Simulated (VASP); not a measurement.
Input:

```yaml
crystal:
  lattice:
    - [0.00000, 2.65637, 2.65637]
    - [2.65637, 0.00000, 2.65637]
    - [2.65637, 2.65637, 0.00000]
  atoms:
    - { symbol: Ag, position: [0.00000, 0.00000, 0.00000] }
    - { symbol: F, position: [0.25000, 0.25000, 0.25000] }
```

Computed with PBEsol GGA, VASP's PBE PAW potentials (set 64) (plane waves; VASP 6.6.1). Settings: 520 eV cut-off, Gaussian smearing of 0.050 eV, potentials Ag F.

**Question.** Estimate the band gap (along the path) with the smallest direct gap where there is one.

**Answer.** 
The band gap (along the path) is none (metal, semimetal or under 0.01 eV).

The absolute energy has meaning only against runs of the same code, potentials and settings.

The structure was generated: AgF was put into the zinc blende type (F-43m), which need not be its known phase. It was relaxed first, which changed the volume by +48 %.
